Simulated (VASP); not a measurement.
The system is LaAs.

```
CELL_PARAMETERS angstrom
0.00000 3.09780 3.09780
3.09780 0.00000 3.09780
3.09780 3.09780 0.00000
ATOMIC_POSITIONS crystal
La 0.50000 0.50000 0.50000
As 0.00000 0.00000 0.00000
```

- Program: VASP 6.6.1
- Task: relaxation of cell and atoms
- Functional: LDA
- Potentials or basis: VASP PAW LDA potentials, release 64 (La, As)
- Cutoff: 600 eV
- k mesh: 12 × 12 × 12
- Occupations: gaussian, width 0.1 eV
- Spin: no spin polarisation

At the start: pressure -4.2 GPa; volume 29.73 Å³/atom.

Task: How do energy, volume and symmetry change on relaxing?

Result: Over 6 steps the energy falls by 25.1 meV/atom and the volume is 27.91 Å³/atom (-6.1 %); space group Fm-3m (No. 225, to 0.05 Å).

Step by step:
```
step  energy change (eV)  largest force (eV/Å)  pressure (GPa)  volume (Å³)
   1              0.0000                0.0000           -4.19        59.46
   2             -0.0141                0.0000            4.30        53.01
   3             -0.0502                0.0000           -0.04        55.84
   4             -0.0502                0.0000            0.07        55.77
   5             -0.0502                0.0000           -0.07        55.85
   6             -0.0502                0.0000            0.00        55.81
```

Final structure:
```
La As
1.0
     0.00000    3.03317    3.03317
     3.03317    0.00000    3.03317
     3.03317    3.03317    0.00000
La As
1 1
Direct
  0.50000 0.50000 0.50000
  0.00000 0.00000 0.00000
```
